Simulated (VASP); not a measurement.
Input of a VASP 6.6.1 run:

File INCAR:

```
  PREC = Accurate
  ENCUT = 520
  EDIFF = 1E-6
  ISMEAR = 0
  SIGMA = 0.1
  LREAL = False
  LASPH = True
  NELM = 100
  ALGO = Fast
  ISIF = 2
  LWAVE = False
  LCHARG = False
  GGA = PE
  NBANDS = 21
```

KPOINTS

```
regular mesh
0
Gamma
  10 10 16
```

Contents of POSCAR:

```
Si3Sn
1.0
    2.9436484556     -3.4814458120      0.0000000000
    2.9436484556      3.4814458120      0.0000000000
    0.0000000000      0.0000000000      3.5870945380
Si Sn
3 1
Direct
    0.0000000000      0.0000000000      0.0000000000
    0.0000000000      0.5000000000      0.5000000000
    0.5000000000      0.0000000000      0.5000000000
    0.5000000000      0.5000000000      0.0000000000
```

Potentials or basis: VASP PAW PBE potentials, release 64 (Si, Sn_d).

The run is started by

```console
$ cat potpaw_PBE.64/Si/POTCAR potpaw_PBE.64/Sn_d/POTCAR > POTCAR
$ mpirun -np 1 vasp_std > vasp.out
```

Problem. Estimate the pressure.

Solution. 0.0 GPa.

Problem. Estimate the band gap on the k mesh.

Solution. None (metal or under the smearing width).
